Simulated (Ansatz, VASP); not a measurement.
# Si: VASP beside Ansatz

```
CELL_PARAMETERS angstrom
0.00000 3.13478 2.03761
3.13478 0.00000 2.03761
3.13478 3.13478 0.00000
ATOMIC_POSITIONS crystal
Si 0.50000 0.50000 0.50000
Si 0.75000 0.75000 0.75000
```

Alike in both runs: task single point; functional LDA; k mesh 10 × 10 × 10; occupations gaussian, width 0.05 eV; no spin polarisation.

|  | VASP | Ansatz |
| --- | --- | --- |
| version | VASP 6.6.1 | Ansatz 0.2.0 |
| potentials or method | VASP PAW LDA potentials, release 64 (Si) | scalar-relativistic, plane waves, PAW |
| plane-wave cutoff (eV) | 520 | 420 |
| valence electrons in the cell | 8 | 8 |

```tsv
	VASP	Ansatz	Ansatz less VASP
gap on the k mesh at the Fermi level (eV)	none	none	-
pressure (GPa)	-8.0	-8.0	0.00
largest component of the traceless stress (GPa)	7.89	7.89	0.000
```

A gap of «none» marks a metal or a gap that the smearing closes.
